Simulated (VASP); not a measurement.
```xyz
4
Lattice="1.5608 -2.7034 0.0000 1.5608 2.7034 0.0000 0.0000 0.0000 4.9996" Properties=species:S:1:pos:R:3 pbc="T T T"
Al     1.5608    -0.9011     2.5001
Al     1.5608     0.9011     0.0003
N      1.5608    -0.9011     4.4093
N      1.5608     0.9011     1.9095
```

Computed with rev-vdW-DF2, VASP's PBE PAW potentials (set 64) (plane waves; VASP). Numerical set-up: 520 eV cut-off, Gaussian smearing of 0.050 eV, potentials Al N.

Task: Give the energies of bands 3 to 11 at the high-symmetry points, in eV from the valence-band maximum.

Result: 
```csv
band,Γ,M,K,A,L,H
3,-5.93,-5.40,-4.77,-3.30,-5.55,-4.80
4,-0.86,-4.14,-3.76,-3.30,-5.55,-4.80
5,-0.86,-3.31,-3.76,-0.55,-1.46,-3.83
6,-0.21,-2.08,-2.44,-0.55,-1.46,-3.83
7,-0.21,-1.75,-2.36,-0.55,-1.35,-0.79
8,0.00,-0.69,-2.36,-0.55,-1.35,-0.79
9,4.17,5.79,5.06,6.41,5.29,7.39
10,6.60,5.79,8.31,6.41,5.29,7.39
11,10.53,8.12,9.62,10.24,9.21,7.79
```

The gap is direct, 4.17 eV, from the valence maximum at Γ to the conduction minimum at Γ.

Measured: gap 6.51 eV (computed value off by -2.34 eV), as given by Martin Feneberg et al., Physical Review B (2010), doi:10.1103/physrevb.82.075208 [zero-point renormalisation of 0.417 eV (from the measured temperature dependence, row gaps:miglio2020:AlN_wz:gap_zpr, arXiv:2011.12765) added back].

The compound is AlN in the wurtzite structure. It was relaxed first.
